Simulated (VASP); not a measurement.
An input for Ansatz (written as the equivalent of a VASP run, and not itself run):

Ansatz 0.2 input:
```yaml
crystal:
  lattice:
    - [0.0000000, 2.7388023, 2.7388023]
    - [2.7388023, 0.0000000, 2.7388023]
    - [2.7388023, 2.7388023, 0.0000000]
  atoms:
    - { symbol: Ba, position: [0.0000000, 0.0000000, 0.0000000] }
    - { symbol: O, position: [0.5000000, 0.5000000, 0.5000000] }
kpoints:
  mp_grid: { grid: [8, 8, 8] }
hamiltonian:
  xc: pbesol
  pseudopotentials: { kind: paw }
scf:
  occupations: { method: gaussian, width: 0.05 }
  max_iter: 100
output: { forces: true, stress: true, eigenvalues: true }
```

Q: Translate this input to VASP (INCAR, KPOINTS, POSCAR, choice of POTCAR).

A: This is not unique; one that fits is 
### KPOINTS
```
Automatic mesh
0
Gamma
8 8 8
0 0 0
```

### POSCAR
```
BaO
1
    0.0000000000     2.7388023407     2.7388023407
    2.7388023407     0.0000000000     2.7388023407
    2.7388023407     2.7388023407     0.0000000000
Ba O
1 1
Direct
  0.0000000000   0.0000000000   0.0000000000
  0.5000000000   0.5000000000   0.5000000000
```

INCAR:
```
ALGO=Normal
EDIFF=1E-7
ENCUT=520
GGA=PS
ISIF=2
ISMEAR=0
LASPH=.True.
LCHARG=.False.
LMAXMIX=4
LREAL=.False.
LWAVE=.False.
NELM=100
PREC=Accurate
SIGMA=0.05
SYSTEM=BaO
```

POTCAR, in this order: Ba_sv O (PBE.64 set). Program: vasp_std.

What does not carry over: each code has its own PAW files, so the cut-off isn't converted (ENCUT is set for VASP's; basis.ecutwfc is left out, and Ansatz then takes the one that its files recommend); Ansatz stops its SCF on the density residual and VASP on the energy change (EDIFF).

The compound is BaO in the rock salt structure. This cell is one point of a volume scan, at 0.97 of the reference volume.
